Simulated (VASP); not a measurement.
Calculation: PW91 GGA, VASP's PBE PAW potentials (set 64) (plane waves; VASP).

A VASP calculation is set up with these files.

### POSCAR
```
GaSb
1.0
  0.0000000000   3.0500000000   3.0500000000
  3.0500000000   0.0000000000   3.0500000000
  3.0500000000   3.0500000000   0.0000000000
Ga Sb
1 1
Cartesian
  0.0000000000   0.0000000000   0.0000000000
  1.5250000000   1.5250000000   1.5250000000
```

**INCAR**
```
IBRION  =  2
ENCUT  =  520
LASPH  =  .TRUE.   # aspherical one-centre terms
GGA  =  91
NSW  =  60   # most ionic steps
SIGMA  =  0.05
PREC  =  Accurate
LWAVE  =  .FALSE.
EDIFF  =  1E-6   # SCF stop (eV)
EDIFFG  =  -0.01
ISMEAR  =  0   # Gaussian
NELM  =  100
SYSTEM  =  GaSb
ISIF  =  3   # ions, shape and volume
LCHARG  =  .FALSE.
LMAXMIX  =  4
LREAL  =  .FALSE.
ALGO  =  Normal
```

KPOINTS:
```
Automatic mesh
0
Gamma
7 7 7
0 0 0
```

POTCAR, in this order: Ga_d Sb (PBE.64 set). Program: vasp_std.

The run wrote:

### OUTCAR
```
 ion  position               nearest neighbor table
   1  0.000  0.000  0.000-   2 2.64   2 2.64   2 2.64   2 2.64
   2  0.250  0.250  0.250-   1 2.64   1 2.64   1 2.64   1 2.64
  LATTYP: Found a face centered cubic cell.
 ALAT       =     6.1000000000
 Subroutine PRICEL returns:
 Original cell was already a primitive cell.
 Subroutine GETGRP returns: Found 24 space group operations
The static configuration has the point symmetry T_d .
The dynamic configuration has the point symmetry T_d .
 Subroutine INISYM returns: Found 24 space group operations
 Subroutine IBZKPT returns following result:
 Found     20 irreducible k-points:

 Following reciprocal coordinates:
            Coordinates               Weight
  0.000000  0.000000  0.000000      1.000000
  0.142857  0.000000  0.000000      8.000000
  0.285714  0.000000  0.000000      8.000000
  0.428571  0.000000  0.000000      8.000000
  0.142857  0.142857  0.000000      6.000000
  0.285714  0.142857  0.000000     24.000000
  0.428571  0.142857  0.000000     24.000000
 -0.428571  0.142857  0.000000     24.000000
 -0.285714  0.142857  0.000000     24.000000
...
```

**OSZICAR**
```
       N       E                     dE             d eps       ncg     rms          rms(c)
DAV:   1     0.782842434585E+02    0.78284E+02   -0.89004E+03   520   0.176E+03
DAV:   2    -0.190470373062E+01   -0.80189E+02   -0.78303E+02   600   0.311E+02
DAV:   3    -0.735623126530E+01   -0.54515E+01   -0.54336E+01   650   0.716E+01
DAV:   4    -0.745254978059E+01   -0.96319E-01   -0.96292E-01   563   0.107E+01
DAV:   5    -0.745546050715E+01   -0.29107E-02   -0.29107E-02   694   0.167E+00    0.330E+00
DAV:   6    -0.740246103715E+01    0.52999E-01   -0.75216E-02   707   0.507E+00    0.197E+00
DAV:   7    -0.738452306433E+01    0.17938E-01   -0.48515E-02   615   0.213E+00    0.330E-01
DAV:   8    -0.738521563022E+01   -0.69257E-03   -0.47853E-03   674   0.101E+00    0.796E-02
DAV:   9    -0.738561985279E+01   -0.40422E-03   -0.58653E-04   560   0.222E-01    0.344E-02
DAV:  10    -0.738565145696E+01   -0.31604E-04   -0.41210E-05   655   0.458E-02    0.890E-03
DAV:  11    -0.738566517420E+01   -0.13717E-04   -0.19091E-05   540   0.346E-02    0.439E-03
DAV:  12    -0.738566595843E+01   -0.78424E-06   -0.11387E-06   482   0.932E-03
   1 F= -.73856660E+01 E0= -.73856077E+01  d E =-.738567E+01
       N       E                     dE             d eps       ncg     rms          rms(c)
DAV:   1    -0.818176881171E+01   -0.79610E+00   -0.11509E+01   670   0.664E+01    0.490E+00
DAV:   2    -0.758903721175E+01    0.59273E+00   -0.10027E+00   635   0.183E+01    0.236E+00
DAV:   3    -0.742801260301E+01    0.16102E+00   -0.26431E-01   675   0.901E+00    0.410E-01
DAV:   4    -0.741336041347E+01    0.14652E-01   -0.25005E-02   615   0.271E+00    0.163E-01
DAV:   5    -0.741219079306E+01    0.11696E-02   -0.18596E-03   605   0.650E-01    0.653E-02
DAV:   6    -0.741198727881E+01    0.20351E-03   -0.76107E-04   620   0.537E-01    0.201E-02
DAV:   7    -0.741199189960E+01   -0.46208E-05   -0.96087E-05   678   0.170E-01    0.630E-03
DAV:   8    -0.741199233410E+01   -0.43450E-06   -0.13431E-05   614   0.540E-02    0.136E-03
DAV:   9    -0.741199251020E+01   -0.17610E-06   -0.55681E-07   370   0.758E-03
   2 F= -.74119925E+01 E0= -.74118801E+01  d E =-.263266E-01
       N       E                     dE             d eps       ncg     rms          rms(c)
DAV:   1    -0.744714005904E+01   -0.35148E-01   -0.45697E-01   670   0.119E+01    0.105E+00
DAV:   2    -0.742102541925E+01    0.26115E-01   -0.53916E-02   645   0.471E+00    0.476E-01
DAV:   3    -0.741465430156E+01    0.63711E-02   -0.77950E-03   675   0.149E+00    0.111E-01
DAV:   4    -0.741397577366E+01    0.67853E-03   -0.75693E-04   591   0.403E-01    0.359E-02
DAV:   5    -0.741391897250E+01    0.56801E-04   -0.54623E-05   605   0.101E-01    0.949E-03
DAV:   6    -0.741391817506E+01    0.79744E-06   -0.68492E-06   595   0.458E-02
   3 F= -.74139182E+01 E0= -.74138057E+01  d E =-.282522E-01
```

### OUTCAR
```
------------------------ aborting loop because EDIFF is reached ----------------------------------------
  FORCE on cell =-STRESS in cart. coord.  units (eV):
  Direction    XX          YY          ZZ          XY          YZ          ZX
  --------------------------------------------------------------------------------------
  Total       -0.0176240     -0.0176240     -0.0176240     -0.0000000      0.0000000      0.0000000
  in kB       -0.4700881     -0.4700881     -0.4700881     -0.0000000      0.0000000      0.0000000
  external PRESSURE =      -0.4700881 kB  Pullay stress =       0.0000000 kB
  volume of cell :       60.07
      direct lattice vectors                 reciprocal lattice vectors
    -0.000000000  3.108389866  3.108389866    -0.160854983  0.160854983  0.160854983
     3.108389866  0.000000000  3.108389866     0.160854983 -0.160854983  0.160854983
     3.108389866  3.108389866 -0.000000000     0.160854983  0.160854983 -0.160854983
  FREE ENERGIE OF THE ION-ELECTRON SYSTEM (eV)
  ---------------------------------------------------
  free  energy   TOTEN  =        -7.4139181751 eV

  energy  without entropy=       -7.4136933029  energy(sigma->0) =       -7.41380574

 reached required accuracy - stopping structural energy minimisation
```
(Selected blocks of OUTCAR.)

File CONTCAR:
```
GaSb
   1.00000000000000
    -0.0000000000000000    3.1083898660552780    3.1083898660552780
     3.1083898660552780    0.0000000000000000    3.1083898660552780
     3.1083898660552780    3.1083898660552780   -0.0000000000000000
  Ga              Sb
     1     1
Direct
     0.0000000000000000    0.0000000000000000    0.0000000000000000
     0.2500000000000000    0.2500000000000000    0.2500000000000000
```

Energy and stress use the plane-wave basis of the starting cell.

The compound is GaSb in the zinc blende structure. This run relaxes it. Symmetry was kept, so distortions that lower it aren't found.
